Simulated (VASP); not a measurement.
Consider the following.

```
FeNi3
1.0
    3.49987     0.00000     0.00000
    0.00000     3.49987     0.00000
    0.00000     0.00000     3.49987
Fe Ni
1 3
Cartesian
  0.00000   0.00000   0.00000
  0.00000   1.74993   1.74993
  1.74993   0.00000   1.74993
  1.74993   1.74993   0.00000
```
Starting moments (μB, in the order of the record's atoms Fe Ni Ni Ni): 3.0 0.7 0.7 0.7.

Method: revPBE GGA, VASP's PBE PAW potentials (set 64) (plane waves; VASP). Numerical set-up: 520 eV cut-off, 9×9×9 Γ-centred mesh, first-order Methfessel-Paxton smearing of 0.10 eV, potentials Fe Ni.

Predict the cell moment, energy per atom (σ→0), pressure, band gap (on the k-mesh) with the smallest direct gap where there is one.

- band gap (on the k-mesh): none (metal, semimetal or under 0.01 eV)
- cell moment: 4.62 μB
- energy per atom (σ→0): -5.828 eV/atom
- pressure: 11.91 GPa

Give the moment on each site (PAW-sphere projection).

| site | moment (μB) |
|---|---|
| Fe1 | 2.86 |
| Ni2 | 0.59 |
| Ni3 | 0.59 |
| Ni4 | 0.59 |

Total energies compare only between runs with the same potentials, cut-off and functional.

The compound is Ni3Fe in the L1_2 structure. This cell is one point of a volume scan, at 0.94 of the reference volume.
